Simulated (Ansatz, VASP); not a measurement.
# Si53Ge13 (amorphous Si0.8Ge0.2): VASP beside Ansatz

Aim: how closely do two programs agree when they are given the same cell, functional and k mesh? The cell is taken from a series of runs on this material, whose earlier steps may have relaxed, scaled, displaced or heated it; both programs get it as it stands.

Method: plane waves, with VASP 6.6.1 beside it; single point at revPBE, in Ansatz 0.2.0.

### 1. The starting structure

The cell holds 132 atoms: 106 Si and 26 Ge. Cell: a = 14.027 Å, b = 14.027 Å, c = 14.027 Å, α = 90.0°, β = 90.0°, γ = 90.0°. As first built, before any earlier steps moved the atoms (in the runner's words): 132 atoms (106 Si, 26 Ge) placed at random at 2.93 g/cm^3, melted at 3500 K for 10 ps at fixed volume with the Tersoff potential (Tersoff, Phys. Rev. B 39, 5566 (1989)). Quenched from 3500 K to 500 K at 5 K/ps and fixed volume, annealed at 1000 K for 20 ps, held 5 ps.

### 2. Ansatz: single point, revPBE

Ansatz runs on its default PAW (the set named soft_2) files.

With cell and atoms fixed, the geometry can't cause a difference; cores, projectors, grids and the points listed under the comparison can.

File input.yaml:

```yaml
crystal:
  lattice:
    - [14.0275, 0.0, 0.0]
    - [0.0, 14.0275, 0.0]
    - [0.0, 0.0, 14.0275]
  atoms:
    - { symbol: Si, position: [0.73982, 0.09326, 0.32059] }
    - { symbol: Si, position: [0.55769, 0.60758, 0.68258] }
    - { symbol: Si, position: [0.91268, 0.93199, 0.50916] }
    - { symbol: Si, position: [0.57451, 0.31889, 0.81171] }
    - { symbol: Si, position: [0.46148, 0.46308, 0.25953] }
    - { symbol: Si, position: [0.59581, 0.32323, 0.09878] }
    - { symbol: Si, position: [0.51221, 0.82685, 0.10867] }
    - { symbol: Si, position: [0.27327, 0.80648, 0.43314] }
    - { symbol: Si, position: [0.79946, 0.14643, 0.9973] }
    - { symbol: Si, position: [0.38564, 0.92574, 0.04578] }
    - { symbol: Si, position: [0.79974, 0.82179, 0.54418] }
    - { symbol: Si, position: [0.66608, 0.91515, 0.48983] }
    - { symbol: Si, position: [0.94355, 0.4514, 0.2821] }
    - { symbol: Si, position: [0.16389, 0.57552, 0.12091] }
    - { symbol: Si, position: [0.4973, 0.49283, 0.42566] }
    - { symbol: Si, position: [0.5491, 0.65136, 0.4065] }
    - { symbol: Si, position: [0.81757, 0.18267, 0.83545] }
    - { symbol: Si, position: [0.90116, 0.68863, 0.83478] }
    - { symbol: Si, position: [0.4922, 0.06165, 0.00415] }
    - { symbol: Si, position: [0.34166, 0.26817, 0.62226] }
    - { symbol: Si, position: [0.20492, 0.85996, 0.28264] }
    - { symbol: Si, position: [0.84065, 0.07486, 0.58282] }
    - { symbol: Si, position: [0.58768, 0.11373, 0.2447] }
    - { symbol: Si, position: [0.71294, 0.63202, 0.71646] }
    - { symbol: Si, position: [0.31668, 0.62491, 0.78066] }
    - { symbol: Si, position: [0.4761, 0.64098, 0.8312] }
    - { symbol: Si, position: [0.65118, 0.02865, 0.80154] }
    - { symbol: Si, position: [0.37834, 0.87253, 0.89239] }
    - { symbol: Si, position: [0.08042, 0.02599, 0.99822] }
    - { symbol: Si, position: [0.03977, 0.27731, 0.70996] }
[... 96 atom lines left out ...]
    - { symbol: Ge, position: [0.29066, 0.3397, 0.47582] }
    - { symbol: Ge, position: [0.15399, 0.02462, 0.57113] }
    - { symbol: Ge, position: [0.05864, 0.07816, 0.30855] }
    - { symbol: Ge, position: [0.05769, 0.32771, 0.27671] }
    - { symbol: Ge, position: [0.05905, 0.53851, 0.36922] }
    - { symbol: Ge, position: [0.65416, 0.4013, 0.38058] }
kpoints:
  mp_grid: { grid: [1, 1, 1] }
hamiltonian:
  xc: revpbe
scf:
  occupations: { method: fermi_dirac, width: 0.025 }
output:
  forces: true
  stress: true
```

Started as:

```sh
ansatz run input.yaml --threads 8 --pin off --max-ram 15872MiB --backend cpu --events-out ev --progress --plain --runs-dir out
```

Numbers of over 12 decimals in the logs are rounded to 6 here.

The program printed:

```text
Engine: ansatz 0.2.0, aarch64-unknown-linux-gnu
Pseudopotentials: kind: paw
Pseudopotential: Si, paw, valence charge 4, recommended cutoff 420 eV (normal), Si.paw.azcp
Pseudopotential: Ge, paw, valence charge 14, recommended cutoff 420 eV (normal), Ge.paw.azcp
Functional definition: revPBE
  parameter kappa = 1.245
  parameter beta = 0.066725
  exchange = pbe_x(kappa = kappa, mu = beta*pi^2/3)
  correlation = pbe_c(beta = beta)
Crystal: 132 atoms, lattice volume = 2760.202 Å³
Basis set: ecut = 420 eV, 54171 PW (Γ), exchange–correlation on 192×192×192 points (8 copies of the dense FFT grid, shifted against one another)
Bands: 526, of which v1, the nominal top of the filled ones, is band 394 counted from 1 (393 counted from 0)
Symmetry: 1 space group operations
Space group: P1 (ITA 1), of the structure as read, at distance tolerance 1.4e-4 Å
k-points: 1
Non-local potential: Si, projectors of the file, l = 0: 2, l = 1: 2, l = 2: 2
Non-local potential: Ge, projectors of the file, l = 0: 2, l = 1: 2, l = 2: 3, l = 3: 1
PAW form: soft (Blöchl's): semilocal exchange-correlation on the pseudo side does not see the compensation charge
PAW frozen core: Si, regenerated for the run's functional, and the local potential with it (the file was generated under x = pbe(κ = 0.804, μ = 0.219515), c = pbe(β = 0.066725))
PAW frozen core: Ge, regenerated for the run's functional, and the local potential with it (the file was generated under x = pbe(κ = 0.804, μ = 0.219515), c = pbe(β = 0.066725))
PAW one-centre angular grid: Si, 110 points (default); XC on 64 Gauss nodes
PAW one-centre angular grid: Ge, 590 points (default); XC on 64 Gauss nodes
Initial density: superposition of atomic densities (neutral atoms: chi_scale 0, normalization atom), corrected by the library's trained network
Initial wavefunctions: pseudopotential atomic-orbital guess
Functional: x = revpbe(κ = 1.245, μ = 0.219515), c = pbe(β = 0.066725)
SCF iter   1: F=—  HF=-179368.883961 eV  |F-HF|=—  |Δ(HF+E_count)|=         —  Δρ=3.90e-3  dr2=1.59e0  ethr=1.77e-3  ⟨swp⟩=7.0  Hψ=2194  notcnv=0  defer=42
preconditioner: auto → Kerker (q_TF=auto, 2.214 Å⁻¹)  [metal: Δε(μ)=0.025 eV  Ē_g=7.579 eV  σ=0.025 eV  W_gap=0.25  n_scr=484 (ndim 8)  ℏωp=16.2 eV  f_vac=0.006  D(μ)=38.08/eV (n_scr^D=178)]
SCF iter   2: F=—  HF=-179368.759774 eV  |F-HF|=—  |Δ(HF+E_count)|=   1.24e-1  Δρ=2.32e-3  dr2=6.23e-1  ethr=2.02e-4  ⟨swp⟩=2.0  Hψ=606  notcnv=0  defer=103
SCF iter   3: F=—  HF=-179368.717438 eV  |F-HF|=—  |Δ(HF+E_count)|=   4.23e-2  Δρ=8.70e-4  dr2=4.27e-2  ethr=7.91e-5  ⟨swp⟩=3.0  Hψ=756  notcnv=0  defer=110
SCF iter   4: F=—  HF=-179368.701969 eV  |F-HF|=—  |Δ(HF+E_count)|=   1.55e-2  Δρ=3.73e-4  dr2=1.80e-2  ethr=5.42e-6  ⟨swp⟩=2.0  Hψ=810  notcnv=0  defer=110
SCF iter   5: F=—  HF=-179368.704965 eV  |F-HF|=—  |Δ(HF+E_count)|=   3.00e-3  Δρ=1.53e-4  dr2=3.82e-3  ethr=2.28e-6  ⟨swp⟩=2.0  Hψ=556  notcnv=0  defer=110
SCF iter   6: F=—  HF=-179368.705799 eV  |F-HF|=—  |Δ(HF+E_count)|=   8.34e-4  Δρ=6.69e-5  dr2=6.97e-4  ethr=4.85e-7  ⟨swp⟩=2.0  Hψ=750  notcnv=0  defer=110
SCF iter   7: F=—  HF=-179368.706072 eV  |F-HF|=—  |Δ(HF+E_count)|=   2.73e-4  Δρ=4.82e-5  dr2=1.94e-4  ethr=8.85e-8  ⟨swp⟩=2.0  Hψ=811  notcnv=0  defer=110
SCF iter   8: F=—  HF=-179368.706103 eV  |F-HF|=—  |Δ(HF+E_count)|=   3.06e-5  Δρ=2.28e-5  dr2=6.99e-5  ethr=2.46e-8  ⟨swp⟩=2.0  Hψ=811  notcnv=0  defer=110
SCF iter   9: F=—  HF=-179368.706301 eV  |F-HF|=—  |Δ(HF+E_count)|=   1.99e-4  Δρ=8.77e-6  dr2=1.39e-5  ethr=8.87e-9  ⟨swp⟩=2.0  Hψ=925  notcnv=0  defer=110
SCF iter  10: F=—  HF=-179368.706309 eV  |F-HF|=—  |Δ(HF+E_count)|=   7.53e-6  Δρ=4.21e-6  dr2=1.93e-6  ethr=1.76e-9  ⟨swp⟩=2.0  Hψ=806  notcnv=0  defer=110
SCF iter  11: F=—  HF=-179368.706310 eV  |F-HF|=—  |Δ(HF+E_count)|=   9.76e-7  Δρ=3.25e-6  dr2=8.22e-7  ethr=2.45e-10  ⟨swp⟩=2.0  Hψ=811  notcnv=0  defer=110
SCF iter  12: F=—  HF=-179368.706310 eV  |F-HF|=—  |Δ(HF+E_count)|=   8.32e-8  Δρ=1.36e-6  dr2=2.10e-7  ethr=1.04e-10  ⟨swp⟩=2.0  Hψ=811  notcnv=0  defer=110
SCF iter  13: F=-179368.706310 eV  HF=-179368.706310 eV  |F-HF|=5.56e-9  |Δ(HF+E_count)|=   1.03e-7  Δρ=6.99e-7  dr2=5.54e-8  ethr=1.27e-11  ⟨swp⟩=4.0  Hψ=1509  notcnv=0
SCF 1 converged in 13 iterations: F = -179368.706310 eV  dr2 = 5.54e-8
  greatest PAW one-centre occupation: 0.998 electrons in one spin orbital (limit 2), on the Ge atom at site 115 (counted from 0), in its partial waves of l = 2
SCF converged after 13 iterations
Free energy (F): -179368.706310 eV
Harris-Foulkes:  -179368.706310 eV  (|F-HF|=5.56e-9)
Internal energy: -179368.630654 eV  (E = F + TS)
E sigma→0 (E₀):  -179368.668482 eV
Entropy (-TS):   -0.075656 eV (-0.573 meV/atom)
Fermi energy:    6.864091 eV
--- Per-component energies (eV) ---
  E_band       = -3793.958090
  E_kinetic    = 7108.171737
  E_local      = -87925.602926  (includes V_loc(G=0)·N_el)
  E_nonlocal   = 13549.139636
  E_hartree    = 39186.134338
  E_xc         = -7796.679314
  E_vxc        = -6588.316264  (∫ρ·V_xc dr)
  E_paw        = -107166.340435  (= ΣΔE_a)
  E_vpaw       = -8309.607035  (= ΣTr[D̂ρ^β])
  E_aug_tail   = 0.008834  (compensation charges beyond the density's cutoff)
  E_ewald      = -36318.057950
  E_core_change = -5.404573  (= ΣΔE_core)
  E_smearing   = -0.075656  (= −TS)
  E_closure    = 0.000000  (closes the sum)
  Σ components = -179368.706310   (vs F -179368.706310, Δ=0.00e0)
--- Forces (eV/Å), atoms counted from 1 ---
  atom   1  Si    -0.09658015     0.21055208    -1.40186958
  atom   2  Si    -0.53850398    -0.22725610     0.38420236
  atom   3  Si     0.06937552     1.05677163     0.93801986
  atom   4  Si    -0.49616616     0.54572107     0.60943433
  atom   5  Si     0.71929920     0.77736056     0.56260109
  atom   6  Si     0.78172456     0.56141596    -0.05236390
  atom   7  Si    -0.87211125     0.12581986     0.33000133
  atom   8  Si    -0.18882743    -0.32704678     0.03051857
  atom   9  Si     0.21582332    -0.80727940    -0.08395717
  atom  10  Si     0.44805373     0.11927897     1.01992406
  atom  11  Si    -0.89768599    -0.00430154     0.57054607
  atom  12  Si     0.31563178    -0.31342925    -0.70578357
  atom  13  Si    -1.05564701     0.38581319     0.06149734
  atom  14  Si    -0.18637334     0.63862676    -0.10614395
  atom  15  Si    -0.31715666     0.30653714     0.61854119
  atom  16  Si    -0.43881018    -0.13037766    -0.34233640
  atom  17  Si     0.71373199    -0.39783712    -0.64341507
  atom  18  Si     0.49718451    -1.17477698     0.05884839
  atom  19  Si     0.62951697    -0.02836706     0.66916764
  atom  20  Si     0.91212420     0.41903744     0.68830141
  atom  21  Si     0.40052478     0.41368119    -0.16317204
  atom  22  Si     0.83747792    -0.07220812    -0.55329305
  atom  23  Si    -0.44541981     0.11242113     0.40210630
  atom  24  Si     0.77912062     1.18206578    -0.54788438
[...]
atom 125  Ge    -0.23951137     0.71990461     1.41129176
  atom 126  Ge    -0.88007136    -0.54985864    -0.25760976
  atom 127  Ge     0.39346853     1.11635671     0.17288064
  atom 128  Ge     0.44540922     0.14589229     0.74003411
  atom 129  Ge    -0.50432983     0.62524579     0.76691081
  atom 130  Ge     0.95001935    -0.42986065    -0.38203767
  atom 131  Ge    -0.00901418     0.94999913     0.24718228
  atom 132  Ge    -0.02949763    -0.39420252    -1.30767205
  max |Σ_I F_I| component: 2.26e-5 eV/Å
--- Stress (GPa, compression-positive) ---
        1.732017       0.064009      -0.169300
        0.064009       1.296640      -0.577601
       -0.169300      -0.577601       0.956713
  P = ⅓ Tr σ = 1.3285 GPa (13.285 kbar)
```

The run ends at a pressure of 1.33 GPa, with forces up to 2.9 eV/Å.

### 3. VASP: single point, revPBE

The same cell, functional, mesh and smearing now go to VASP, with its own data sets.

Lines of VASP's logs that name or quote its potential files are left out, and so is its time.

File INCAR:

```
SYSTEM = Si53Ge13
PREC = Accurate
ENCUT = 500
EDIFF = 1E-06
NELM = 120
ISMEAR = -1
SIGMA = 0.025
LREAL = Auto
ALGO = Normal
GGA = RE
NBANDS = 486
LORBIT = 11
LWAVE = .FALSE.
LCHARG = .FALSE.
ISIF = 2
LASPH = .TRUE.
GGA_COMPAT = .FALSE.
```

File POSCAR:

```
Si53Ge13
1.0
   14.0275000000      0.0000000000      0.0000000000
    0.0000000000     14.0275000000      0.0000000000
    0.0000000000      0.0000000000     14.0275000000
Si Ge
106 26
Direct
    0.7398200000      0.0932600000      0.3205900000
    0.5576900000      0.6075800000      0.6825800000
    0.9126800000      0.9319900000      0.5091600000
    0.5745100000      0.3188900000      0.8117100000
    0.4614800000      0.4630800000      0.2595300000
    0.5958100000      0.3232300000      0.0987800000
    0.5122100000      0.8268500000      0.1086700000
    0.2732700000      0.8064800000      0.4331400000
    0.7994600000      0.1464300000      0.9973000000
    0.3856400000      0.9257400000      0.0457800000
    0.7997400000      0.8217900000      0.5441800000
    0.6660800000      0.9151500000      0.4898300000
    0.9435500000      0.4514000000      0.2821000000
    0.1638900000      0.5755200000      0.1209100000
    0.4973000000      0.4928300000      0.4256600000
    0.5491000000      0.6513600000      0.4065000000
    0.8175700000      0.1826700000      0.8354500000
    0.9011600000      0.6886300000      0.8347800000
    0.4922000000      0.0616500000      0.0041500000
    0.3416600000      0.2681700000      0.6222600000
    0.2049200000      0.8599600000      0.2826400000
    0.8406500000      0.0748600000      0.5828200000
    0.5876800000      0.1137300000      0.2447000000
    0.7129400000      0.6320200000      0.7164600000
    0.3166800000      0.6249100000      0.7806600000
    0.4761000000      0.6409800000      0.8312000000
    0.6511800000      0.0286500000      0.8015400000
    0.3783400000      0.8725300000      0.8923900000
    0.0804200000      0.0259900000      0.9982200000
    0.0397700000      0.2773100000      0.7099600000
[... 96 atom lines left out ...]
    0.2906600000      0.3397000000      0.4758200000
    0.1539900000      0.0246200000      0.5711300000
    0.0586400000      0.0781600000      0.3085500000
    0.0576900000      0.3277100000      0.2767100000
    0.0590500000      0.5385100000      0.3692200000
    0.6541600000      0.4013000000      0.3805800000
```

File KPOINTS:

```
Automatic mesh
0
Gamma
1 1 1
0 0 0
```

Potentials, in the order of the species: Si and Ge_d (PBE family, release 64).

Started as:

```sh
export OMP_NUM_THREADS=3
mpirun -np 1 vasp_gam
```

The program printed:

```text
[banner, memory and clock lines left out]
running    1 mpi-ranks, on    1 nodes
[...]
Offloading initialized ...    1 GPUs detected
[...]
|                                                                             |
|               ----> ADVICE to this user running VASP <----                  |
|                                                                             |
|     You enforced a specific xc type in the INCAR file but a different       |
|     [... a line on the potential file left out ...]
|     I HOPE YOU KNOW WHAT YOU ARE DOING!                                     |
|                                                                             |

 LDA part: xc-table for (Slater+PW92), standard interpolation
 POSCAR, INCAR and KPOINTS ok, starting setup
[...]
entering main loop
       N       E                     dE             d eps       ncg     rms          rms(c)
DAV:   1     0.143506418764E+05    0.14351E+05   -0.27361E+05  1194   0.276E+03
DAV:   2     0.260111964173E+04   -0.11750E+05   -0.11356E+05   972   0.790E+02
DAV:   3    -0.204966078692E+03   -0.28061E+04   -0.26335E+04  1132   0.242E+02
DAV:   4    -0.610408591003E+03   -0.40544E+03   -0.38487E+03  1232   0.944E+01
[...]
DAV:  18    -0.624349052810E+03   -0.67442E-05   -0.60760E-06  1080   0.534E-03    0.311E-03
DAV:  19    -0.624349055666E+03   -0.28554E-05   -0.35706E-06   840   0.334E-03    0.208E-03
DAV:  20    -0.624349056574E+03   -0.90842E-06   -0.10458E-06   768   0.194E-03
   1 F= -.62434906E+03 E0= -.62431113E+03  d E =-.758496E-01
```

From OUTCAR (step 3):

```text
  FREE ENERGIE OF THE ION-ELECTRON SYSTEM (eV)
  ---------------------------------------------------
  free  energy   TOTEN  =      -624.3490565739 eV

  energy  without entropy=     -624.2732069731  energy(sigma->0) =     -624.31113177
```

The gap is under twice the smearing width, so the edge states are partly filled and the run can't tell a small gap from a semimetal.

### 4. Side by side

Known differences besides the potentials themselves: the cutoff is 420 eV in Ansatz and 500 eV in VASP (PREC = Accurate, projectors in real space); Ansatz makes its cores anew for this functional, VASP keeps those of its PBE data sets. Total energies have different zeros and are not compared.

Both answers:

```
      quantity  Ansatz  VASP  difference
pressure (GPa)    1.33  1.13       +0.20
```

Forces on 8 of the 132 atoms, those with the largest forces and the largest differences (eV/Å; atoms numbered as in POSCAR):

```
 atom          Ansatz x, y, z            VASP x, y, z
 Si55    0.895, -1.026, 1.166    0.895, -1.023, 1.163
 Si59  -1.282, -1.349, -0.943  -1.277, -1.343, -0.938
 Si65    -0.130, 1.293, 0.302    -0.133, 1.275, 0.299
 Si66  -0.824, -1.705, -0.710  -0.812, -1.698, -0.702
 Si70    -1.657, 0.608, 0.288    -1.649, 0.611, 0.279
 Si92     1.318, 1.707, 1.875     1.307, 1.702, 1.862
Si101    -0.528, 1.591, 0.004    -0.522, 1.591, 0.004
Ge113  -1.026, -0.035, -1.596  -1.008, -0.034, -1.580
```

The forces differ by 5.2 meV/Å r.m.s., which is 0.8 % of the r.m.s. force of 0.616 eV/Å (both taken over all components).

### 5. Outcome

| Property | Result |
| --- | --- |
| r.m.s. force difference (single point, revPBE) | 0.85 % of the r.m.s. force |

**Reading.** The r.m.s. force difference is 0.85 % of the r.m.s. force (single point, revPBE), within the 3 % picked in this series as the mark of a large difference. How closely two codes agree says nothing of how well the functional describes the real material.

[Lines on the potential files, build, host, timing and source positions are cut from VASP's logs without a mark.]

[Logs are printed without paths, hosts, clocks, repeated set-up lines and the standing remarks that a program may print on its own settings, such as how far it seeks lower states.]

[Hosts, paths, dates, database ids (printed as entryN), source tags and the programs' standing remarks are cut or masked in the printed files.]
